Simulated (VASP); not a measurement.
Input:

```xyz
3
Lattice="3.8996 0.0000 0.0000 -1.9498 3.3772 0.0000 0.0000 0.0000 17.1706" Properties=species:S:1:pos:R:3 pbc="T T T"
Ti     0.0417     0.0173     8.6204
Te    -0.0559     2.2713    10.2064
Te     1.9640     1.0886     6.9291
```

Level of theory: PBE GGA, VASP's PBE PAW potentials (set 64) (plane waves; VASP). Numerical set-up: 300 eV cut-off, 9×9×1 Γ-centred mesh, Fermi-Dirac smearing of 0.10 eV, potentials Ti_sv Te.

At this cut-off the stress carries a Pulay error, which pulls relaxed volumes low. The cell holds a wide vacuum, so values per volume refer to the whole cell.

Q: Which forces act on the atoms, in eV/Å?

A: 
```json
[
 {"atom": "Ti1", "Fx": "-0.287", "Fy": "-0.033", "Fz": "-0.473"},
 {"atom": "Te2", "Fx": "0.333", "Fy": "-0.114", "Fz": "0.603"},
 {"atom": "Te3", "Fx": "-0.047", "Fy": "0.147", "Fz": "-0.130"}
]
```

Q: Give the stress tensor in GPa (positive for a compressed cell).

A: 
```
-0.57  -0.19   0.43
-0.19  -0.73  -0.31
 0.43  -0.31   0.78
```
The pressure is its mean diagonal, -0.18 GPa.

The cell is a sheet with vacuum, built from a generated structure.
